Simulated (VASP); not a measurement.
# CsPbBr3: from the relaxed cell to its vibrations, part 2 of 2

What lattice, stiffness and vibrations does CsPbBr3 have at one level of theory? The starting structure is a measured crystal structure from the Crystallography Open Database. All runs use LDA.

VASP 6.6.1.

So far. Step 3 (Elastic constants): The elastic tensor has C11 = 60.9, C12 = 7.0, C44 = 3.7 GPa; its Hill averages are a bulk modulus of 25.0 and a shear modulus of 9.3 GPa. Step 4 (Modes of the relaxed cell): The zone-centre modes at 38.718 Å³ an atom are T1u (3) 116.1, T1u (2) 32.5, T2u -7.3, T1u (1) -21.8 cm⁻¹.

### Step 5. Modes at 0.97 of that volume

Level of this step: LDA; plane waves and PAW (Pb_d, Cs_sv, Br) (VASP).

Shape and positions were first relaxed at this volume, in a run that isn't shown.

Input file INCAR:

```
SYSTEM = CsPbBr3
PREC = Accurate
ENCUT = 500
EDIFF = 1E-08
NELM = 100
ISMEAR = 0
SIGMA = 0.03
LREAL = .FALSE.
ALGO = Normal
GGA = CA
NBANDS = 28
LORBIT = 11
LWAVE = .FALSE.
LCHARG = .FALSE.
KPAR = 8
IBRION = 8
LEPSILON = .TRUE.
LPEAD = .TRUE.
ISIF = 2
```

Input file POSCAR:

```
CsPbBr3
1.0
    5.7264560115      0.0000000000      0.0000000000
    0.0000000000      5.7264560115      0.0000000000
    0.0000000000      0.0000000000      5.7264560115
Pb Cs Br
1 1 3
Direct
    0.5000000000      0.5000000000      0.5000000000
    0.0000000000      0.0000000000      0.0000000000
    0.5000000000      0.5000000000      0.0000000000
    0.5000000000      0.0000000000      0.5000000000
    0.0000000000      0.5000000000      0.5000000000
```

Input file KPOINTS:

```
Automatic mesh
0
Gamma
6 6 6
0 0 0
```

Potentials, in the order of the species: Pb_d, Cs_sv and Br (LDA family, release 64).

Launch:

```console
$ mpirun -np 8 vasp_std
```

Output:

```text
[... set-up lines as in an earlier step ...]
 entering main loop
       N       E                     dE             d eps       ncg     rms          rms(c)
DAV:   1     0.391251842644E+03    0.39125E+03   -0.18801E+04  1120   0.139E+03
DAV:   2     0.294003412917E+02   -0.36185E+03   -0.34998E+03  1308   0.317E+02
DAV:   3    -0.165025464087E+02   -0.45903E+02   -0.45274E+02  1396   0.121E+02
DAV:   4    -0.182485677497E+02   -0.17460E+01   -0.17417E+01  1396   0.288E+01
[...]
DAV:  14    -0.178348114371E+02    0.46952E-07   -0.82872E-07  1668   0.637E-03    0.145E-03
DAV:  15    -0.178348114235E+02    0.13583E-07   -0.65582E-08  1488   0.192E-03    0.824E-04
DAV:  16    -0.178348114210E+02    0.24902E-08   -0.14135E-08   900   0.998E-04
   1 F= -.17834811E+02 E0= -.17834811E+02  d E =-.140498E-12
 Linear response reoptimize wavefunctions to high precision
DAV:   1    -0.178348114212E+02   -0.22510E-09   -0.34463E-09   900   0.383E-04
DAV:   2    -0.178348114213E+02   -0.39108E-10   -0.23405E-10   752   0.108E-04
 Linear response to external field (no local field effect), progress :
[...]
RMM:  12    -0.149099635663E+00   -0.36089E-08    0.85441E-09  6949   0.118E-04    0.159E-06
 first order change of Fermi-energy  -0.16332E-05
 force on displaced ion       3 direction 1 :   0.017   0.000   0.000
 Born effective charge ion    3 direction 1 :  -0.684   0.000   0.000
 Linear response progress:
  Degree of freedom:   4/  4
       N       E                     dE             d eps       ncg     rms          rms(c)
RMM:   1    -0.149427317662E+00   -0.14943E+00    0.99264E-02  4531   0.137E+00
RMM:   2    -0.148483283966E+00    0.94403E-03   -0.30721E-03  3678   0.370E-01    0.118E-01
RMM:   3    -0.148991133773E+00   -0.50785E-03   -0.80063E-04  3800   0.146E-01    0.547E-02
RMM:   4    -0.149409061557E+00   -0.41793E-03   -0.15726E-04  3741   0.607E-02    0.867E-03
[...]
RMM:   8    -0.149444934739E+00   -0.48709E-05   -0.16321E-07  3831   0.146E-03    0.242E-04
RMM:   9    -0.149444955738E+00   -0.20999E-07   -0.77516E-08  4176   0.678E-04    0.114E-04
RMM:  10    -0.149444947884E+00    0.78544E-08   -0.75757E-08  4034   0.287E-04    0.218E-05
 first order change of Fermi-energy  -0.27552E-03
 force on displaced ion       3 direction 3 :   0.000   0.000  -3.815
 Born effective charge ion    3 direction 3 :   0.000   0.000  -4.388
 Born effective charges drift removed
 Linear response finished
```

The job ended after 6.4 min (8 MPI ranks of Intel Xeon Platinum 8488C (Sapphire Rapids), shared host; peak memory 7.9 GiB).

Parts of OUTCAR (step 5):

```text
  Total        0.7847871      0.7847871      0.7847871      0.0000000      0.0000000     -0.0000000
  in kB        6.6958335      6.6958335      6.6958335      0.0000000      0.0000000     -0.0000000
  external PRESSURE =       6.6958335 kB  Pullay stress =       0.0000000 kB

 POSITION                                       TOTAL-FORCE (eV/Angst)
 -----------------------------------------------------------------------------------
      2.86323      2.86323      2.86323         0.000000      0.000000      0.000000
      0.00000      0.00000      0.00000         0.000000      0.000000      0.000000
      2.86323      2.86323      0.00000         0.000000      0.000000      0.000000
      2.86323      0.00000      2.86323         0.000000      0.000000      0.000000
      0.00000      2.86323      2.86323         0.000000      0.000000      0.000000
 -----------------------------------------------------------------------------------
    total drift:                                0.000000     -0.000000     -0.000000

 MACROSCOPIC STATIC DIELECTRIC TENSOR (including local field effects in DFT)
 ------------------------------------------------------
           5.422913     0.000000    -0.000000
           0.000000     5.422913     0.000000
           0.000000     0.000000     5.422913
 ------------------------------------------------------

 MACROSCOPIC STATIC DIELECTRIC TENSOR IONIC CONTRIBUTION
 ------------------------------------------------------
           5.309310     0.000000     0.000000
           0.000000     5.309310     0.000000
           0.000000     0.000000     5.309310
 ------------------------------------------------------

[... 1 part as in an earlier step ...]

[... 1 further part left out ...]
```

The zone-centre modes at 37.557 Å³ an atom are T1u (3) 130.4, T1u (2) 28.7, T2u -14.2, T1u (1) -16.7 cm⁻¹.

### Step 6. Modes at 1.03 of that volume

Shape and positions were first relaxed at this volume, in a run that isn't shown.

INCAR is that of step 5.

Changes to POSCAR since step 5:

```diff
@@ -2,5 +2,5 @@
 1.0
-    5.7264560115      0.0000000000      0.0000000000
-    0.0000000000      5.7264560115      0.0000000000
-    0.0000000000      0.0000000000      5.7264560115
+    5.8421731684      0.0000000000      0.0000000000
+    0.0000000000      5.8421731684      0.0000000000
+    0.0000000000      0.0000000000      5.8421731684
 Pb Cs Br
```

KPOINTS is that of step 5.

Launch:

```console
$ mpirun -np 8 vasp_std
```

Output:

```text
[... set-up lines as in an earlier step ...]
 entering main loop
       N       E                     dE             d eps       ncg     rms          rms(c)
DAV:   1     0.389634693426E+03    0.38963E+03   -0.18407E+04  1120   0.136E+03
DAV:   2     0.262387612276E+02   -0.36340E+03   -0.35129E+03  1380   0.310E+02
DAV:   3    -0.168481671485E+02   -0.43087E+02   -0.42826E+02  1400   0.116E+02
DAV:   4    -0.183190576702E+02   -0.14709E+01   -0.14667E+01  1424   0.279E+01
[...]
DAV:  13    -0.178277018463E+02    0.18073E-06   -0.86973E-07  1548   0.773E-03    0.236E-03
DAV:  14    -0.178277017823E+02    0.64035E-07   -0.58157E-07  1644   0.681E-03    0.699E-04
DAV:  15    -0.178277017729E+02    0.93919E-08   -0.58147E-08  1348   0.217E-03
   1 F= -.17827702E+02 E0= -.17827702E+02  d E =-.127865E-18
 Linear response reoptimize wavefunctions to high precision
DAV:   1    -0.178277017731E+02   -0.20100E-09   -0.55780E-09  1120   0.445E-04
DAV:   2    -0.178277017732E+02   -0.71395E-10   -0.33349E-10   772   0.133E-04
 Linear response to external field (no local field effect), progress :
[...]
RMM:  18    -0.149633749522E+00    0.14345E-09   -0.23018E-07  6420   0.115E-04    0.824E-08
 first order change of Fermi-energy  -0.24917E-03
 force on displaced ion       3 direction 1 :  -0.054   0.000   0.000
 Born effective charge ion    3 direction 1 :  -0.714   0.000   0.000
 Linear response progress:
  Degree of freedom:   4/  4
       N       E                     dE             d eps       ncg     rms          rms(c)
RMM:   1    -0.149605431440E+00   -0.14961E+00    0.10012E-01  4482   0.133E+00
RMM:   2    -0.149014523553E+00    0.59091E-03   -0.31279E-03  3638   0.352E-01    0.110E-01
RMM:   3    -0.149457580699E+00   -0.44306E-03   -0.65450E-04  3812   0.140E-01    0.494E-02
RMM:   4    -0.149872267969E+00   -0.41469E-03   -0.13795E-04  3732   0.539E-02    0.830E-03
[...]
RMM:  12    -0.149909084611E+00   -0.43201E-07   -0.80569E-08  4232   0.137E-04    0.110E-05
RMM:  13    -0.149909121817E+00   -0.37207E-07    0.10878E-08  4428   0.116E-04    0.185E-06
RMM:  14    -0.149909125662E+00   -0.38444E-08    0.20551E-08  4220   0.109E-04    0.101E-06
 first order change of Fermi-energy  -0.33636E-03
 force on displaced ion       3 direction 3 :  -0.000   0.000  -2.383
 Born effective charge ion    3 direction 3 :   0.000   0.000  -4.265
 Born effective charges drift removed
 Linear response finished
```

It took 10 min on 8 MPI ranks; peak memory 8.5 GiB; 74 min of CPU time.

OUTCAR, selected parts (step 6):

```text
  Total       -1.0252217     -1.0252217     -1.0252217     -0.0000000      0.0000000     -0.0000000
  in kB       -8.2376835     -8.2376835     -8.2376835     -0.0000000      0.0000000     -0.0000000
  external PRESSURE =      -8.2376835 kB  Pullay stress =       0.0000000 kB

 POSITION                                       TOTAL-FORCE (eV/Angst)
 -----------------------------------------------------------------------------------
      2.92109      2.92109      2.92109         0.000000      0.000000      0.000000
      0.00000      0.00000      0.00000         0.000000      0.000000      0.000000
      2.92109      2.92109      0.00000         0.000000      0.000000      0.000000
      2.92109      0.00000      2.92109         0.000000      0.000000      0.000000
      0.00000      2.92109      2.92109         0.000000      0.000000      0.000000
 -----------------------------------------------------------------------------------
    total drift:                                0.000000     -0.000000     -0.000000

 MACROSCOPIC STATIC DIELECTRIC TENSOR (including local field effects in DFT)
 ------------------------------------------------------
           5.008773     0.000000     0.000000
          -0.000000     5.008773     0.000000
          -0.000000    -0.000000     5.008773
 ------------------------------------------------------

 MACROSCOPIC STATIC DIELECTRIC TENSOR IONIC CONTRIBUTION
 ------------------------------------------------------
           8.199946    -0.000000     0.000000
          -0.000000     8.199946     0.000000
           0.000000     0.000000     8.199946
 ------------------------------------------------------

[... 1 part as in an earlier step ...]

[... 1 further part left out ...]
```

The zone-centre modes at 39.880 Å³ an atom are T1u (3) 101.6, T1u (2) 36.1, T2u 5.7, T1u (1) -24.1 cm⁻¹.

### Step 7. All runs side by side

```csv
run,volume (Å³/atom),T1u (3),T1u (2),T2u,T1u (1),core minutes
relaxation,38.718,-,-,-,-,1.41
elastic constants,38.718,-,-,-,-,114.0
modes of the relaxed cell,38.718,116.1,32.5,-7.3,-21.8,52.0
modes at 0.97 of that volume,37.557,130.4,28.7,-14.2,-16.7,51.3
modes at 1.03 of that volume,39.88,101.6,36.1,5.7,-24.1,79.6
```

Modes are in cm⁻¹, degenerate ones as one, matched by symmetry and order. A number in brackets counts the listed modes of one symmetry from the lowest. The symmetry labels come from an automatic analysis and can be wrong where levels nearly coincide. Core minutes are wall time times ranks of the run shown, on a shared host.

### Step 8. Summary of results

| Property | Result |
| --- | --- |
| relaxed volume | 38.72 Å³/atom |
| bulk modulus from two volumes | 25.4 GPa |
| Hill shear modulus | 9.34 GPa |
| mode T1u (3) | 116.1 cm⁻¹ |
| mode T1u (2) | 32.5 cm⁻¹ |
| mode T2u | -7.3 cm⁻¹ |
| mode T1u (1) | -21.8 cm⁻¹ |
| Grüneisen parameter of T1u (3) | 4.14 |
| Grüneisen parameter of T1u (2) | -3.78 |

At the LDA level CsPbBr3 relaxes to 38.72 Å³ an atom. The bulk modulus is 25.4 GPa from the pressures at two volumes and 25.0 GPa as the Hill average of the elastic tensor, so the two routes agree. The mode Grüneisen parameters, from the cells at 0.97 and 1.03 of the volume, run from -3.78 (T1u (2)) to 4.14 (T1u (3)). Levels that come within 1 cm⁻¹ of another or under 2 cm⁻¹, or whose frequency doesn't run one way with the volume, are left out of this. Soft modes change by more than one parameter describes: T2u goes from -14.2 to 5.7 cm⁻¹ between the two cells; T1u (1) goes from -16.7 to -24.1 cm⁻¹ between the two cells. Imaginary modes appear in the modes of the relaxed cell, modes at 0.97 of that volume and modes at 1.03 of that volume, given as negative numbers, so the symmetric structure may be unstable. On the mesh of the mode run the relaxed cell still holds -0.14 GPa, so the volume, relaxed on a 4×4×4 mesh, is off by about 0.6 %, which bears on soft modes. The dielectric constants and Born charges in the logs aren't compared here; at a small gap they can be far off, and in a run without a gap they mean nothing. The frequencies are harmonic, and the splitting of polar modes by their long-range field is left out. All values are for a static lattice. Further runs on this material are not shown.

[Lines on the potential files, build, host, timing and source positions are cut from VASP's logs without a mark.]

[Logs are printed without paths, hosts, clocks, repeated set-up lines and the standing remarks that a program may print on its own settings, such as how far it seeks lower states.]

[Hosts, paths, dates, database ids (printed as entryN), source tags and the programs' standing remarks are cut or masked in the printed files.]
